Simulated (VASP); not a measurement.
```
Mo
1.0
   -1.57500     1.57500     1.57500
    1.57500    -1.57500     1.57500
    1.57500     1.57500    -1.57500
Mo
1
Direct
  0.00000   0.00000   0.00000
```

The numbers are results of RPBE GGA, VASP's PBE PAW potentials (set 64) (plane waves; VASP), not measurements. Settings: 520 eV cut-off, 15×15×15 Γ-centred mesh, first-order Methfessel-Paxton smearing of 0.10 eV, potentials Mo_sv.

Energy and stress use the plane-wave basis of the starting cell.

Q: The ions, cell shape and volume are relaxed. Which structure does the run end with?

A: 
```
Mo
1.0
   -1.58902     1.58902     1.58902
    1.58902    -1.58902     1.58902
    1.58902     1.58902    -1.58902
Mo
1
Cartesian
  0.00000   0.00000   0.00000
```
Space group Im-3m (229), at a tolerance of 0.03 Å.

Q: How do energy and volume change from the first to the last step?

A: The energy (σ→0) changes by -9.0 meV/atom and the volume by +2.7 %, in 4 ionic steps.

The compound is Mo in the bcc structure. This run relaxes it. Symmetry was kept, so distortions that lower it aren't found.
